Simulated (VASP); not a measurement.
**B (relaxed from the hcp structure, space group P6_3/mmc): computed properties**

All values below come from PBEsol GGA, VASP's PBE PAW potentials (set 64) (plane waves; VASP).

| Property | Result |
|---|---|
| space group | P6_3/mmc (194) |
| cell | a = 1.7108 Å, b = 1.7108 Å, c = 6.9298 Å, α = 90.00°, β = 90.00°, γ = 120.00° |
| volume per atom | 8.78 Å^3/atom |
| band gap (over mesh and band path) | none (metal, semimetal or under 0.01 eV) |
| density | 2.04 g/cm³ |

```yaml
crystal:
  lattice:
    - [1.71081, 0.00000, 0.00000]
    - [-0.85541, 1.48161, 0.00000]
    - [0.00000, 0.00000, 6.92983]
  atoms:
    - { symbol: B, position: [0.33333, 0.66667, 0.25000] }
    - { symbol: B, position: [0.66667, 0.33333, 0.75000] }
```

The structure was generated: B was put into the hcp type (P6_3/mmc), which need not be its known phase. It was relaxed first, which changed the volume by +49 %. Symmetry was kept, so distortions that lower it aren't found.
